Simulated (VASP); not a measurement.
The system is MgH2.

```xyz
6
Lattice="4.4732 0.0000 0.0000 0.0000 4.4732 0.0000 0.0000 0.0000 3.0045" Properties=species:S:1:pos:R:3 pbc="T T T"
Mg    0.0000    0.0000    0.0000
Mg    2.2366    2.2366    1.5023
H     1.3617    1.3617    0.0000
H     0.8749    3.5983    1.5023
H     3.1115    3.1115    0.0000
H     3.5983    0.8749    1.5023
```

Base run:

```yaml
Program: VASP 6.6.1
Functional: TB-mBJ
Potentials_or_basis: VASP PAW PBE potentials, release 64 (Mg, H)
Cutoff: 520 eV
k_mesh: 6 × 6 × 10
Occupations: gaussian, width 0.03 eV
Spin: no spin polarisation
```

Its results: band gap on the k mesh 5.73 eV, indirect (least direct gap 6.39 eV).

Q: The run is repeated on the same cell with these changes: functional from TB-mBJ to r2SCAN. What comes out?

A: Band gap on the k mesh 4.43 eV, indirect (least direct gap 5.25 eV).

Caveats: the mesh misses the band edges, which the band path finds closer together.
